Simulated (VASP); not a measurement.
Here is the system:

```
LiCl
1.0
    0.00000     2.50532     2.50532
    2.50532     0.00000     2.50532
    2.50532     2.50532     0.00000
Li Cl
1 1
Direct
  0.00000   0.00000   0.00000
  0.50000   0.50000   0.50000
```

These are PBEsol GGA, VASP's PBE PAW potentials (set 64) (plane waves; VASP 6.6.1) values and carry that method's errors. Numerical set-up: 520 eV cut-off, 9×9×9 Γ-centred mesh, Gaussian smearing of 0.050 eV, potentials Li_sv Cl.

### Question
Give the stress tensor in GPa (positive for a compressed cell).

### Answer

```
1.13  0.00  0.00
0.00  1.13  0.00
0.00  0.00  1.13
```
The pressure is its mean diagonal, 1.13 GPa.

The compound is LiCl in the rock salt structure. This cell is one point of a volume scan, at 0.97 of the reference volume.
